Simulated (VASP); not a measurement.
Energy against volume of Ca (fcc). All values below come from PBE GGA with D3 dispersion (zero damping), VASP's PBE PAW potentials (set 64) (plane waves; VASP 6.6.1). Numerical set-up: 520 eV cut-off, 12×12×12 Γ-centred mesh, first-order Methfessel-Paxton smearing of 0.10 eV, potentials Ca_sv.

```json
[
 {"V (Å³/atom)": "38.924", "E (eV/atom)": "-2.06967"},
 {"V (Å³/atom)": "40.166", "E (eV/atom)": "-2.07630"},
 {"V (Å³/atom)": "41.409", "E (eV/atom)": "-2.07875"},
 {"V (Å³/atom)": "42.651", "E (eV/atom)": "-2.07745"}
]
```

Problem. Fit these four points and predict the energy of the run at 43.893 Å³/atom.

Solution. A cubic in V^(−2/3), the third-order Birch-Murnaghan form, passes through the four points with V0 = 41.58 Å³/atom and B0 = 16 GPa, and gives -2.0728 eV/atom there. The run gave -2.0728 eV/atom, -0.0 meV/atom from the fit; all five points give B0 = 16 GPa.

The compound is Ca in the fcc structure. It was relaxed first.
